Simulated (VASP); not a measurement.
**ScInTeSe: relaxation of cell and atoms with PBE**

Crystal: ScInTeSe.

```
Sc In Te Se
1.0
     4.08407    0.00000    0.00000
    -2.04203    3.53690    0.00000
     0.00000    0.00000   15.78700
Sc In Te Se
2 2 2 2
Cartesian
  0.0000 0.0000 4.1345
  0.0000 0.0000 11.6525
  0.0000 2.3579 7.8935
  2.0420 1.1790 0.0000
  0.0000 2.3579 2.3665
  0.0000 2.3579 13.4205
  2.0420 1.1790 5.5875
  2.0420 1.1790 10.1995
```

The cell was built by a generator and needn't be a form met in nature.

```yaml
Program: VASP 6.6.1
Task: relaxation of cell and atoms
Functional: PBE
Potentials_or_basis: VASP PAW PBE potentials, release 64 (Sc_sv, In_d, Te, Se)
Cutoff: 520 eV
k_mesh: 8 × 8 × 2
Occupations: gaussian, width 0.1 eV
Spin: no spin polarisation
Further_INCAR_settings: ALGO = Normal; EDIFF = 1e-06; IBRION = 2; EDIFFG = -0.01; NSW = 90; ISIF = 3
```

```json
{
 "Relaxed volume": "28.35 Å³/atom",
 "Relaxed cell": "a = 4.064 Å, b = 4.064 Å, c = 15.854 Å, α = 90.00°, β = 90.00°, γ = 120.00°",
 "Space group after relaxing (to 0.05 Å)": "P-6m2 (No. 187)",
 "Energy gained by relaxing": "0.8 meV/atom",
 "Ionic steps": "14",
 "Pressure after relaxing": "0.0 GPa",
 "Largest force after relaxing": "0.004 eV/Å",
 "Band gap on the k mesh": "none (metal or under the smearing width)"
}
```

Forces on the atoms (eV/Å):
```
Sc   0.000  0.000  0.001
Sc   0.000  0.000 -0.001
In   0.000  0.000  0.000
In   0.000  0.000  0.000
Te   0.000  0.000 -0.004
Te   0.000  0.000  0.004
Se   0.000  0.000  0.003
Se   0.000  0.000 -0.003
```

Step by step:
```tsv
step	energy change (eV)	largest force (eV/Å)	pressure (GPa)	volume (Å³)
1	0.0000	0.0765	-0.28	228.04
2	-0.0029	0.0483	0.06	226.43
3	-0.0029	0.0439	0.11	226.18
4	-0.0040	0.0398	0.06	226.44
5	-0.0042	0.0619	-0.04	226.89
6	-0.0044	0.0522	0.00	226.70
7	-0.0048	0.0350	0.00	226.76
8	-0.0052	0.0490	0.00	226.93
9	-0.0056	0.0316	-0.01	227.03
10	-0.0059	0.0186	-0.03	227.23
11	-0.0060	0.0142	0.01	226.89
12	-0.0060	0.0126	0.04	226.74
13	-0.0060	0.0136	0.04	226.80
14	-0.0061	0.0043	0.02	226.80
```

Final structure:
```xyz
8
Lattice="4.0644 0.0000 0.0000 -2.0322 3.5198 0.0000 0.0000 0.0000 15.8537" Properties=species:S:1:pos:R:3 pbc="T T T"
Sc    4.0644    0.0000    4.1807
Sc    4.0644    0.0000   11.6731
In    0.0000    2.3466    7.9269
In    2.0322    1.1733    0.0000
Te    0.0000    2.3466    2.4087
Te    0.0000    2.3466   13.4450
Se    2.0322    1.1733    5.6280
Se    2.0322    1.1733   10.2257
```

Levels at points of the mesh, in eV from the Fermi level:
```csv
k point,band 33,band 34,band 35,band 36,band 37,band 38,band 39,band 40
"(0.00, 0.00, 0.00)",-0.91,-0.82,-0.82,0.11,0.61,0.61,0.62,0.62
"(0.50, 0.00, 0.00)",-2.66,-2.16,-1.95,-1.61,0.08,0.17,0.36,0.75
"(0.00, 0.00, 0.50)",-0.89,-0.84,-0.84,-0.75,0.62,0.62,0.62,0.62
"(0.50, 0.00, 0.50)",-2.15,-2.08,-2.01,-1.96,0.07,0.14,0.45,0.67
```

Run time: 6.5 min on 4 MPI ranks on Intel(R) Xeon(R) Platinum 8488C (Sapphire Rapids), with other jobs on the host, peak memory 0.47 GiB a rank.

Spin-orbit coupling is left out, which matters for the levels of Te.
